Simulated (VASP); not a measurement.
# VMoS3 (Pm-3m) in VASP: further runs

Runs on VMoS3. Level: PBE. Tasks: relaxation of cell and atoms.

Program: VASP 6.6.1. These are calculated values, not measurements. Logs are shortened: lines on timing, memory, paths and dates and some standing lists are left out, and cuts for length are marked.

## (1) The structure

It takes space group Pm-3m (No. 221, cubic). Conventional cell: a = 4.616 Å, b = 4.616 Å, c = 4.616 Å, α = 90.00°, β = 90.00°, γ = 90.00°. Around V (site symmetry m-3m) lie 6 S at 2.31 Å. Mo (site symmetry m-3m) has 12 S at 3.26 Å as nearest neighbours. Around S (site symmetry 4/mmm) lie 2 V at 2.31 Å.

The cell was built by a generator and needn't be a form met in nature.

## (2) Relaxation of cell and atoms, PBE, collinear spin, ferromagnetic start

File INCAR:

```
SYSTEM = VMoS3
PREC = Normal
ENCUT = 520
EDIFF = 1E-4
ISMEAR = 0
SIGMA = 0.15
LREAL = .FALSE.
LASPH = .TRUE.
NELM = 60
ALGO = Fast
ISIF = 3
LWAVE = .FALSE.
LCHARG = .FALSE.
ISPIN = 2
MAGMOM = 2 1 0 0 0
LORBIT = 11
LMAXMIX = 4
GGA = PE
IBRION = 2
NSW = 24
EDIFFG = -0.08
```

File KPOINTS:

```
Automatic mesh
0
G
  3 3 3
  0 0 0
```

File POSCAR:

```
VMoS3
1.0
    4.6164445500      0.0000000000      0.0000000000
    0.0000000000      4.6164445500      0.0000000000
    0.0000000000      0.0000000000      4.6164445500
V Mo S
1 1 3
Direct
    0.0000000000      0.0000000000      0.0000000000
    0.5000000000      0.5000000000      0.5000000000
    0.5000000000      0.0000000000      0.0000000000
    0.0000000000      0.5000000000      0.0000000000
    0.0000000000      0.0000000000      0.5000000000
```

Potentials or basis: VASP PAW PBE potentials, release 64 (V_sv, Mo_sv, S).

The run is started by

```console
cat potpaw_PBE.64/V_sv/POTCAR potpaw_PBE.64/Mo_sv/POTCAR potpaw_PBE.64/S/POTCAR > POTCAR
mpirun -np 1 vasp_std > vasp.out
```

OUTCAR:

```text
SYSTEM = VMoS3
   PREC = Normal
   ENCUT = 520
   EDIFF = 1E-4
   ISMEAR = 0
   LREAL = .FALSE.
   LASPH = .TRUE.
   NELM = 60
   ISIF = 3
   ISPIN = 2
   LORBIT = 11
   GGA = PE
   IBRION = 2
   NSW = 24
   EDIFFG = -0.08

 ion  position               nearest neighbor table
   1  0.000  0.000  0.000-   3 2.31   4 2.31   5 2.31   5 2.31   4 2.31   3 2.31
   2  0.500  0.500  0.500-
   3  0.500  0.000  0.000-   1 2.31   1 2.31
   4  0.000  0.500  0.000-   1 2.31   1 2.31
   5  0.000  0.000  0.500-   1 2.31   1 2.31

  LATTYP: Found a simple cubic cell.
 ALAT       =     4.6164445500

  Lattice vectors:

 A1 = (   4.6164445500,   0.0000000000,   0.0000000000)
 A2 = (   0.0000000000,   4.6164445500,   0.0000000000)
 A3 = (   0.0000000000,   0.0000000000,   4.6164445500)

Analysis of symmetry for initial positions (statically):
=====================================================================
 Subroutine PRICEL returns:
 Original cell was already a primitive cell.

 Routine SETGRP: Setting up the symmetry group for a
 simple cubic supercell.

 Subroutine GETGRP returns: Found 48 space group operations
 (whereof 48 operations were pure point group operations)
 out of a pool of 48 trial point group operations.

The static configuration has the point symmetry O_h .

Analysis of symmetry for dynamics (positions and initial velocities):
=====================================================================
 Subroutine PRICEL returns:
 Original cell was already a primitive cell.

 Routine SETGRP: Setting up the symmetry group for a
 simple cubic supercell.

 Subroutine GETGRP returns: Found 48 space group operations
 (whereof 48 operations were pure point group operations)
 out of a pool of 48 trial point group operations.

The dynamic configuration has the point symmetry O_h .

Analysis of structural, dynamic, and magnetic symmetry:
=====================================================================
 Subroutine PRICEL returns:
 Original cell was already a primitive cell.

 Routine SETGRP: Setting up the symmetry group for a
 simple cubic supercell.

 Subroutine GETGRP returns: Found 48 space group operations
 (whereof 48 operations were pure point group operations)
 out of a pool of 48 trial point group operations.

The overall configuration has the point symmetry O_h .

 Subroutine INISYM returns: Found 48 space group operations
 (whereof 48 operations are pure point group operations),
 and found     1 'primitive' translations

----------------------------------------------------------------------------------------

                                     Primitive cell

  volume of cell :      98.3836

  direct lattice vectors                    reciprocal lattice vectors
     4.616444550  0.000000000  0.000000000     0.216616920  0.000000000  0.000000000
     0.000000000  4.616444550  0.000000000     0.000000000  0.216616920  0.000000000
     0.000000000  0.000000000  4.616444550     0.000000000  0.000000000  0.216616920

  length of vectors
     4.616444550  4.616444550  4.616444550     0.216616920  0.216616920  0.216616920

  position of ions in fractional coordinates (direct lattice)
     0.000000000  0.000000000  0.000000000
     0.500000000  0.500000000  0.500000000
     0.500000000  0.000000000  0.000000000
     0.000000000  0.500000000  0.000000000
     0.000000000  0.000000000  0.500000000

  ion indices of the primitive-cell ions
   primitive index   ion index
                 1           1
                 2           2
                 3           3
                 4           4
                 5           5

----------------------------------------------------------------------------------------

 KPOINTS: Automatic mesh

Automatic generation of k-mesh.
 Grid dimensions read from file:
 generate k-points for:    3    3    3

 Generating k-lattice:

  Cartesian coordinates                     Fractional coordinates (reciprocal lattice)
     0.072205640  0.000000000  0.000000000     0.333333333  0.000000000  0.000000000
     0.000000000  0.072205640  0.000000000     0.000000000  0.333333333  0.000000000
     0.000000000  0.000000000  0.072205640     0.000000000  0.000000000  0.333333333

  Length of vectors
     0.072205640  0.072205640  0.072205640

  Shift w.r.t. Gamma in fractional coordinates (k-lattice)
     0.000000000  0.000000000  0.000000000

 Subroutine IBZKPT returns following result:
 ===========================================

 Found      4 irreducible k-points:

 Following reciprocal coordinates:
            Coordinates               Weight
  0.000000  0.000000  0.000000      1.000000
  0.333333  0.000000  0.000000      6.000000
  0.333333  0.333333  0.000000     12.000000
  0.333333  0.333333  0.333333      8.000000
   k-points           NKPTS =      4   k-points in BZ     NKDIM =      4   number of bands    NBANDS=     29
   number of dos      NEDOS =    301   number of ions     NIONS =      5
   total plane-waves  NPLWV =  21952
   dimension x,y,z NGX =    28 NGY =   28 NGZ =   28
   dimension x,y,z NGXF=    56 NGYF=   56 NGZF=   56
   ions per type =               1   1   3
   NGX,Y,Z   is equivalent  to a cutoff of  10.08, 10.08, 10.08 a.u.
   NGXF,Y,Z  is equivalent  to a cutoff of  20.17, 20.17, 20.17 a.u.
 SYSTEM =  VMoS3
   PREC   = normal    normal or accurate (medium, high low for compatibility)
   ISTART =      0    job   : 0-new  1-cont  2-samecut
   ICHARG =      2    charge: 1-file 2-atom 10-const
   ISPIN  =      2    spin polarized calculation?
   LNONCOLLINEAR =      F non collinear calculations
   LSORBIT =      F    spin-orbit coupling
   LASPH  =      T    aspherical Exc in radial PAW
   ENCUT  =  520.0 eV  38.22 Ry    6.18 a.u.   8.58  8.58  8.58*2*pi/ulx,y,z
   NELM   =     60;   NELMIN=  2; NELMDL= -5     # of ELM steps
   EDIFF  = 0.1E-03   stopping-criterion for ELM
   LREAL  =      F    real-space projection
   EDIFFG = -.8E-01   stopping-criterion for IOM
   NSW    =     24    number of steps for IOM
   IBRION =      2    ionic relax: 0-MD 1-quasi-New 2-CG
   NFREE  =      1    steps in history (QN), initial steepest desc. (CG)
   ISIF   =      3    stress and relaxation
   ISYM   =      2    0-nonsym 1-usesym 2-fastsym
   POTIM  = 0.5000    time-step for ionic-motion
   TEBEG  =    0.0;   TEEND  =   0.0 temperature during run
   PSTRESS=    0.0 pullay stress
   NELECT =      45.0000    total number of electrons
   NUPDOWN=      -1.0000    fix difference up-down
   EMIN   =  10.00;   EMAX   =-10.00  energy-range for DOS
   EFERMI =   0.00;   METHOD = LEGACY
   ISMEAR =     0;   SIGMA  =   0.15  broadening in eV -4-tet -1-fermi 0-gaus
   EFERMI_NEDOS =   21; number of points for ismear=-14 and -15
   IALGO  =     68    algorithm
   IMIX   =      4    mixing-type and parameters
     AMIX     =   0.40;   BMIX     =  1.00
     AMIX_MAG =   1.60;   BMIX_MAG =  1.00
  volume/ion in A,a.u.               =      19.68       132.79
  Fermi-wavevector in a.u.,A,eV,Ry     =   1.261357  2.383619 21.647164  1.591022
  Thomas-Fermi vector in A             =   2.394820
   LORBIT       =     11    0 simple, 1 ext, 2 COOP (PROOUT), +10 PAW based schemes
   GGA     = PE    functional components
   LHFCALC =     F    Hartree Fock is set to
   AEXX    =    0.0000 exact exchange contribution
   IVDW    =     0    specifies the selected vdW correction
   LEPSILON=     F    determine dielectric tensor
   LRPA    =     F    only Hartree local field effects (RPA)
 conjugate gradient relaxation of ions
 spin polarized calculation
 RMM-DIIS sequential band-by-band and
 Gauss-broadening in eV      SIGMA  =   0.15
  energy-cutoff  :      520.00
  volume of cell :       98.38
 maximum number of plane-waves:      2658
   NGX = 17   NGY = 17   NGZ = 17

--------------------------------------- Ionic step        1  -------------------------------------------

 number of electron      45.0000067 magnetization       4.3272624

 Free energy of the ion-electron system (eV)
  ---------------------------------------------------
  ext. energy  EPLUGINS =         0.00000000
  ---------------------------------------------------
  free energy    TOTEN  =       -30.45423202 eV

  energy without entropy =      -30.38001284  energy(sigma->0) =      -30.41712243

------------------------ aborting loop because EDIFF is reached ----------------------------------------

  FORCE on cell =-STRESS in cart. coord.  units (eV):
  Direction    XX          YY          ZZ          XY          YZ          ZX
  --------------------------------------------------------------------------------------
  -------------------------------------------------------------------------------------
  Total       -1.9101474     -1.9101474     -1.9101474     -0.0000000      0.0000000     -0.0000000
  in kB      -31.1067469    -31.1067469    -31.1067469     -0.0000000      0.0000000     -0.0000000
  external PRESSURE =     -31.1067469 kB  Pullay stress =       0.0000000 kB

 VOLUME and BASIS-vectors are now :
 -----------------------------------------------------------------------------
  energy-cutoff  :      520.00
  volume of cell :       98.38
      direct lattice vectors                 reciprocal lattice vectors
     4.616444550  0.000000000  0.000000000     0.216616920  0.000000000  0.000000000
     0.000000000  4.616444550  0.000000000     0.000000000  0.216616920  0.000000000
     0.000000000  0.000000000  4.616444550     0.000000000  0.000000000  0.216616920
[... 40 lines left out ...]
 POSITION                                       TOTAL-FORCE (eV/Angst)
 -----------------------------------------------------------------------------------
      0.00000      0.00000      0.00000        -0.000000     -0.000000      0.000000
      2.26568      2.26568      2.26568        -0.000000      0.000000      0.000000
      2.26568      0.00000     -0.00000         0.000000     -0.000000      0.000000
     -0.00000      2.26568     -0.00000         0.000000     -0.000000      0.000000
      0.00000      0.00000      2.26568         0.000000      0.000000      0.000000
 -----------------------------------------------------------------------------------
    total drift:                                0.000000      0.000000      0.000000

  FREE ENERGIE OF THE ION-ELECTRON SYSTEM (eV)
  ---------------------------------------------------
  free  energy   TOTEN  =       -30.4806507476 eV

  energy  without entropy=      -30.4069254231  energy(sigma->0) =      -30.44378809

--------------------------------------- Ionic step        3  -------------------------------------------

 number of electron      45.0000088 magnetization       4.3354583

 Free energy of the ion-electron system (eV)
  ---------------------------------------------------
  ext. energy  EPLUGINS =         0.00000000
  ---------------------------------------------------
  free energy    TOTEN  =       -30.48976868 eV

  energy without entropy =      -30.41606306  energy(sigma->0) =      -30.45291587

 E-fermi :   6.8422     XC(G=0): -10.5684

 val. band max:        6.7567525644   @ k =   0.0000   0.0000   0.0000
 cond. band min:       6.8512426644   @ k =   0.3333   0.0000   0.0000
 fundamental gap:      0.0944901000
 Fermi energy:         6.8421800423

 spin component 1

 k-point     1 :       0.0000    0.0000    0.0000
  band No.  band energies     occupation
      1     -58.6079      1.00000
      2     -55.4402      1.00000
      3     -32.4706      1.00000
      4     -32.4706      1.00000
      5     -32.4706      1.00000
      6     -29.6054      1.00000
[... 95 lines left out ...]
      6     -29.6070      1.00000
[... 21 lines left out ...]
     28       7.4343      0.00000
     29       8.3228      0.00000
 Fermi energy:         6.8421800423

 spin component 2

 k-point     1 :       0.0000    0.0000    0.0000
  band No.  band energies     occupation
      1     -57.7221      1.00000
      2     -53.2075      1.00000
      3     -31.5966      1.00000
      4     -31.5966      1.00000
      5     -31.5966      1.00000
      6     -27.1272      1.00000
[... 139 lines left out ...]
 POSITION                                       TOTAL-FORCE (eV/Angst)
 -----------------------------------------------------------------------------------
      0.00000      0.00000      0.00000        -0.000000     -0.000000      0.000000
      2.27986      2.27986      2.27986        -0.000000      0.000000      0.000000
      2.27986      0.00000     -0.00000         0.000000     -0.000000      0.000000
     -0.00000      2.27986     -0.00000         0.000000     -0.000000      0.000000
      0.00000      0.00000      2.27986         0.000000      0.000000      0.000000
 -----------------------------------------------------------------------------------
    total drift:                                0.000000      0.000000      0.000000

  FREE ENERGIE OF THE ION-ELECTRON SYSTEM (eV)
  ---------------------------------------------------
  free  energy   TOTEN  =       -30.4897686751 eV

  energy  without entropy=      -30.4160630645  energy(sigma->0) =      -30.45291587

 reached required accuracy - stopping structural energy minimisation

 total charge

# of ion       s       p       d       tot
------------------------------------------
    1        2.253   6.277   3.085  11.616
    2        2.134   5.996   3.768  11.898
    3        1.355   2.364   0.000   3.719
    4        1.355   2.364   0.000   3.719
    5        1.355   2.364   0.000   3.719
--------------------------------------------------
tot          8.452  19.365   6.854  34.671

 magnetization (x)

# of ion       s       p       d       tot
------------------------------------------
    1        0.013   0.010   0.848   0.871
    2        0.071   0.022   3.282   3.375
    3        0.001  -0.148   0.000  -0.148
    4        0.001  -0.148   0.000  -0.148
    5        0.001  -0.148   0.000  -0.148
--------------------------------------------------
tot          0.087  -0.414   4.130   3.803
```

Wall time 57 s (1 thread of Intel Xeon Platinum 8259CL at 2.50GHz (Skylake/Cascade Lake), shared host); peak memory 0.18 GiB.

What came out:

```
Free energy                                           : -30.4898 eV
Relaxed volume                                        : 18.96 Å³/atom
Relaxed cell                                          : a = 4.560 Å, b = 4.560 Å, c = 4.560 Å, α = 90.00°, β = 90.00°, γ = 90.00°
Space group after relaxing (to 0.05 Å)                : Pm-3m (No. 221)
Energy gained by relaxing                             : 7.1 meV/atom
Ionic steps                                           : 3
Pressure after relaxing                               : -0.4 GPa
Net moment                                            : 4.34 μB per cell
Site moments                                          : V +0.87; Mo +3.38; S -0.15 μB
Valence electrons inside the program's atomic spheres : V 11.62; Mo 11.90; S 3.72
```

Step by step:
| step | energy change (eV) | largest force (eV/Å) | pressure (GPa) | volume (Å³) |
| --- | --- | --- | --- | --- |
| 1 | 0.0000 | 0.0000 | -3.11 | 98.38 |
| 2 | -0.0264 | 0.0000 | 1.68 | 93.04 |
| 3 | -0.0355 | 0.0000 | -0.44 | 94.80 |

Final structure:
```cif
data_structure
_symmetry_space_group_name_H-M 'P 1'
_symmetry_Int_Tables_number 1
_cell_length_a 4.5597
_cell_length_b 4.5597
_cell_length_c 4.5597
_cell_angle_alpha 90.000
_cell_angle_beta 90.000
_cell_angle_gamma 90.000
_cell_volume 94.80
loop_
_atom_site_label
_atom_site_type_symbol
_atom_site_fract_x
_atom_site_fract_y
_atom_site_fract_z
_atom_site_occupancy
V1 V 0.00000 0.00000 0.00000 1
Mo1 Mo 0.50000 0.50000 0.50000 1
S1 S 0.50000 0.00000 0.00000 1
S2 S 0.00000 0.50000 0.00000 1
S3 S 0.00000 0.00000 0.50000 1
```

Caveat: the k mesh is coarse (spacing up to 0.45 Å⁻¹), so the values aren't converged; the bands computed are all filled at some k points, so no gap is given; the relaxation stopped at a loose force limit of 0.08 eV/Å, so its end isn't a converged minimum.

## (3) Relaxation of cell and atoms, PBE, collinear spin, ferromagnetic start

This run uses another cell than the first one, of 21.10 Å³/atom, 1.072 times its volume.

INCAR is that of step 2.

KPOINTS is that of step 2.

File POSCAR:

```
VMoS3
1.0
    4.7249307800      0.0000000000      0.0000000000
    0.0000000000      4.7249307800      0.0000000000
    0.0000000000      0.0000000000      4.7249307800
V Mo S
1 1 3
Direct
    0.0000000000      0.0000000000      0.0000000000
    0.5000000000      0.5000000000      0.5000000000
    0.0000000000      0.5000000000      0.5000000000
    0.5000000000      0.0000000000      0.5000000000
    0.5000000000      0.5000000000      0.0000000000
```

Potentials or basis: VASP PAW PBE potentials, release 64 (V_sv, Mo_sv, S).

The run is started by

```console
cat potpaw_PBE.64/V_sv/POTCAR potpaw_PBE.64/Mo_sv/POTCAR potpaw_PBE.64/S/POTCAR > POTCAR
mpirun -np 1 vasp_std > vasp.out
```

Run time: 73 s. Hardware: 1 thread of Intel Xeon Platinum 8259CL at 2.50GHz (Skylake/Cascade Lake), shared host; peak memory 0.19 GiB.

Results (log left out):

```yaml
Free_energy: -30.6719 eV
Relaxed_volume: 20.69 Å³/atom
Relaxed_cell: a = 4.694 Å, b = 4.694 Å, c = 4.694 Å, α = 90.00°, β = 90.00°, γ = 90.00°
Space_group_after_relaxing_to_0.05_Å: Pm-3m (No. 221)
Energy_gained_by_relaxing: 6.3 meV/atom
Ionic_steps: 4
Pressure_after_relaxing: 0.1 GPa
Band_gap_on_the_k_mesh: none (metal or under the smearing width)
Net_moment: 4.33 μB per cell
Site_moments: V +3.02; Mo +0.94; S -0.09 μB
Valence_electrons_inside_the_program's_atomic_spheres: V 11.17; Mo 12.38; S 3.73
```

Step by step:
| step | energy change (eV) | largest force (eV/Å) | pressure (GPa) | volume (Å³) |
| --- | --- | --- | --- | --- |
| 1 | 0.0000 | 0.0000 | -1.80 | 105.48 |
| 2 | -0.0263 | 0.0000 | 1.32 | 101.92 |
| 3 | -0.0299 | 0.0000 | 0.84 | 102.51 |
| 4 | -0.0314 | 0.0000 | 0.06 | 103.43 |

Final structure:
```
CELL_PARAMETERS angstrom
4.69412 0.00000 0.00000
0.00000 4.69412 0.00000
0.00000 0.00000 4.69412
ATOMIC_POSITIONS crystal
V 0.00000 0.00000 0.00000
Mo 0.50000 0.50000 0.50000
S 0.00000 0.50000 0.50000
S 0.50000 0.00000 0.50000
S 0.50000 0.50000 0.00000
```

Levels at points of the mesh, in eV from the Fermi level:
Spin up:
```
           k point  band 22  band 23  band 24  band 25  band 26  band 27
(0.00, 0.00, 0.00)    -1.18    -1.18    -0.83    -0.83    -0.40    -0.40
```
Spin down:
| k point | band 18 | band 19 | band 20 | band 21 | band 22 | band 23 |
| --- | --- | --- | --- | --- | --- | --- |
| (0.00, 0.00, 0.00) | -1.64 | -1.64 | -1.64 | -1.20 | -1.20 | -1.20 |

Caveat: the k mesh is coarse (spacing up to 0.44 Å⁻¹), so the values aren't converged; the relaxation stopped at a loose force limit of 0.08 eV/Å, so its end isn't a converged minimum.

(Part 1 of 2 ends here.)
